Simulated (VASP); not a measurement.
A cell of Os (hcp) near equilibrium:

```yaml
crystal:
  lattice:
    - [1.37757, -2.38602, 0.00000]
    - [1.37757, 2.38602, 0.00000]
    - [0.00000, 0.00000, 4.34116]
  atoms:
    - { symbol: Os, position: [0.33333, 0.66667, 0.25000] }
    - { symbol: Os, position: [0.66667, 0.33333, 0.75000] }
```

All values below come from PBE GGA, VASP's PBE PAW potentials (set 64) (plane waves; VASP).

```json
[
 {"run": "as it is", "ΔE (meV/atom)": "0.0", "σxx": "0.11", "σyy": "0.11", "σzz": "0.13", "largest shear component, with its sign (GPa)": "0.00", "largest force (eV/Å)": "0.000"},
 {"run": "after one change", "ΔE (meV/atom)": "1.1", "σxx": "-0.52", "σyy": "0.80", "σzz": "0.18", "largest shear component, with its sign (GPa)": "0.00", "largest force (eV/Å)": "0.181"}
]
```
Stress is in GPa, positive when the cell is compressed.

### Question
Which change was made?
A) atom 1 (Os) moved by 0.200 Å along x
B) atom 2 (Os) moved by 0.025 Å along y
C) atom 1 (Os) moved by 0.075 Å along x
D) atom 2 (Os) moved by 0.075 Å along x

### Answer
B, atom 2 (Os) moved by 0.025 Å along y

The compound is Os in the hcp structure.
